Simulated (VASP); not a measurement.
```
RbBr
1.0
    0.00000     3.53393     3.53393
    3.53393     0.00000     3.53393
    3.53393     3.53393     0.00000
Rb Br
1 1
Direct
  0.00000   0.00000   0.00000
  0.50000   0.50000   0.50000
```

The numbers are results of TPSS meta-GGA, VASP's PBE PAW potentials (set 64) (plane waves; VASP), not measurements. Run with 520 eV cut-off, 7×7×7 Γ-centred mesh, tetrahedra with Blöchl corrections, potentials Rb_sv Br.

Problem. Predict the energy per atom (σ→0), band gap (over mesh and band path) with the smallest direct gap where there is one.

Solution. 
- band gap (over mesh and band path) = 4.67 eV
- smallest direct gap (over mesh and band path) = 4.67 eV
- energy per atom (σ→0) = -1123.6 kJ/mol of atoms

The compound is RbBr in the rock salt structure. It was relaxed first, which changed the volume by +8 %.
